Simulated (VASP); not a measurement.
VASP ran on this input.

**INCAR**
```
! general
SYSTEM =CdSe
PREC   =Accurate
ENCUT  =300
LREAL  =F
LASPH  =T

! electronic loop
EDIFF  =1E-6
NELM   =100
ALGO   =Normal
LMAXMIX=4
LMIXTAU=T

! smearing
ISMEAR =1
SIGMA  =0.1

! functional
METAGGA=R2SCAN

! ions
ISIF   =2

! output
LWAVE  =F
LCHARG =F
```

POSCAR:
```
CdSe
1.0
  6.9834920000   0.0000000000   0.0000000000
  0.0000000000   7.4147330000   0.0000000000
  0.0000000000   0.0000000000  20.3461000000
Cd Se
6 6
direct
  0.5000500000   0.4166670000   0.3931960000
  0.0000500000   0.0833330000   0.3931960000
  0.5000500000   0.9166670000   0.4999980000
  0.0000500000   0.5833330000   0.4999980000
  0.5000500000   0.4166670000   0.6068040000
  0.0000500000   0.0833330000   0.6068040000
  0.1240900000   0.4166670000   0.3931960000
  0.6240900000   0.0833330000   0.3931960000
  0.1240900000   0.9166670000   0.4999980000
  0.6240900000   0.5833330000   0.4999980000
  0.1240900000   0.4166670000   0.6068040000
  0.6240900000   0.0833330000   0.6068040000
```

**KPOINTS**
```
Automatic mesh
0
gamma
  3 3 1
```

POTCAR, in this order: Cd Se (PBE.64 set). Program: vasp_std.

**Question.** Translate this r2SCAN calculation to Ansatz.

**Answer.** One equivalent input (not run):
Ansatz 0.2 input:
```yaml
crystal:
  lattice:
    - [6.9834920, 0.0000000, 0.0000000]
    - [0.0000000, 7.4147330, 0.0000000]
    - [0.0000000, 0.0000000, 20.3461000]
  atoms:
    - { symbol: Cd, position: [0.5000500, 0.4166670, 0.3931960] }
    - { symbol: Cd, position: [0.0000500, 0.0833330, 0.3931960] }
    - { symbol: Cd, position: [0.5000500, 0.9166670, 0.4999980] }
    - { symbol: Cd, position: [0.0000500, 0.5833330, 0.4999980] }
    - { symbol: Cd, position: [0.5000500, 0.4166670, 0.6068040] }
    - { symbol: Cd, position: [0.0000500, 0.0833330, 0.6068040] }
    - { symbol: Se, position: [0.1240900, 0.4166670, 0.3931960] }
    - { symbol: Se, position: [0.6240900, 0.0833330, 0.3931960] }
    - { symbol: Se, position: [0.1240900, 0.9166670, 0.4999980] }
    - { symbol: Se, position: [0.6240900, 0.5833330, 0.4999980] }
    - { symbol: Se, position: [0.1240900, 0.4166670, 0.6068040] }
    - { symbol: Se, position: [0.6240900, 0.0833330, 0.6068040] }
kpoints:
  mp_grid: { grid: [3, 3, 1] }
hamiltonian:
  xc: r2scan
  pseudopotentials: { kind: paw }
scf:
  occupations: { method: methfessel_paxton, width: 0.1 }
  max_iter: 100
output: { forces: true, stress: true, eigenvalues: true }
```
What does not carry over: each code has its own PAW files, so the cut-off isn't converted (ENCUT is set for VASP's; basis.ecutwfc is left out, and Ansatz then takes the one that its files recommend); Ansatz stops its SCF on the density residual and VASP on the energy change (EDIFF).

The cell is a sheet with vacuum, built from a database entry that may be metastable or hypothetical.
